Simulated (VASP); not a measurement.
Energy against volume of Nb (bcc). Calculation: r2SCAN meta-GGA, VASP's PBE PAW potentials (set 64) (plane waves; VASP 6.6.1). Run with 520 eV cut-off, 15×15×15 Γ-centred mesh, first-order Methfessel-Paxton smearing of 0.10 eV, potentials Nb_sv.

```
V (Å³/atom)  E (eV/atom)
-----------  -----------
17.505         -24.83228
18.046         -24.84063
18.588         -24.83158
19.129         -24.80766
```

**Question.** Fit these four points and predict the energy of the run at 16.963 Å³/atom.

**Answer.** A cubic in V^(−2/3), the third-order Birch-Murnaghan form, passes through the four points with V0 = 18.02 Å³/atom and B0 = 172 GPa, and gives -24.8036 eV/atom there. The run gave -24.8030 eV/atom, +0.5 meV/atom from the fit; all five points give B0 = 174 GPa.

The compound is Nb in the bcc structure. It was relaxed first.
